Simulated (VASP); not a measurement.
Data:

```
CELL_PARAMETERS angstrom
      0.00000     2.42145     2.42145
      2.42145     0.00000     2.42145
      2.42145     2.42145     0.00000
ATOMIC_POSITIONS crystal
  B  0.00000 0.00000 0.00000
  As 0.25000 0.25000 0.25000
```

Method: G0W0 on PBE orbitals, VASP's PBE PAW potentials (set 64) (plane waves; VASP). Run with PREC = Normal, 500 eV cut-off, 4×4×4 Γ-centred mesh, Gaussian smearing of 0.010 eV, potentials B_GW As_GW.

The mesh is coarse and the basis finite, so the quasiparticle values are not converged.

NBANDS = 160, ENCUTGW = 200 eV, NOMEGA = 64. The PBE levels (eV) that the step starts from are:

| state | KS energy | filling |
|---|---|---|
| k1 (0.00, 0.00, 0.00), band 1 | -9.29 | 2 |
| k1 (0.00, 0.00, 0.00), band 2 | 5.76 | 2 |
| k1 (0.00, 0.00, 0.00), band 3 | 5.76 | 2 |
| k1 (0.00, 0.00, 0.00), band 4 | 5.76 | 2 |
| k1 (0.00, 0.00, 0.00), band 5 | 8.97 | 0 |
| k1 (0.00, 0.00, 0.00), band 6 | 8.97 | 0 |
| k1 (0.00, 0.00, 0.00), band 7 | 8.97 | 0 |
| k1 (0.00, 0.00, 0.00), band 8 | 9.90 | 0 |
| k5 (0.50, 0.25, 0.00), band 1 | -6.17 | 2 |
| k5 (0.50, 0.25, 0.00), band 2 | -1.77 | 2 |
| k5 (0.50, 0.25, 0.00), band 3 | 1.19 | 2 |
| k5 (0.50, 0.25, 0.00), band 4 | 2.70 | 2 |
| k5 (0.50, 0.25, 0.00), band 5 | 8.13 | 0 |
| k5 (0.50, 0.25, 0.00), band 6 | 11.45 | 0 |
| k5 (0.50, 0.25, 0.00), band 7 | 13.18 | 0 |
| k5 (0.50, 0.25, 0.00), band 8 | 13.46 | 0 |

Give the quasiparticle energies and renormalisation factors Z.

```csv
state,QP energy (eV),Z
"k1 (0.00, 0.00, 0.00), band 1",-10.09,0.72
"k1 (0.00, 0.00, 0.00), band 2",5.16,0.79
"k1 (0.00, 0.00, 0.00), band 3",5.16,0.79
"k1 (0.00, 0.00, 0.00), band 4",5.16,0.79
"k1 (0.00, 0.00, 0.00), band 5",9.18,0.78
"k1 (0.00, 0.00, 0.00), band 6",9.18,0.78
"k1 (0.00, 0.00, 0.00), band 7",9.18,0.78
"k1 (0.00, 0.00, 0.00), band 8",10.34,0.76
"k5 (0.50, 0.25, 0.00), band 1",-6.82,0.72
"k5 (0.50, 0.25, 0.00), band 2",-2.54,0.73
"k5 (0.50, 0.25, 0.00), band 3",0.47,0.76
"k5 (0.50, 0.25, 0.00), band 4",2.02,0.77
"k5 (0.50, 0.25, 0.00), band 5",8.17,0.79
"k5 (0.50, 0.25, 0.00), band 6",11.68,0.76
"k5 (0.50, 0.25, 0.00), band 7",13.30,0.76
"k5 (0.50, 0.25, 0.00), band 8",13.70,0.76
```
On the mesh the gap opens from 1.46 to 2.03 eV.

The compound is BAs in the zinc blende structure. This cell is one point of a volume scan, at 1.04 of the reference volume. The k-mesh is coarse (spacing up to 0.56 per Å, 2π included), so the numbers may not be converged in it.
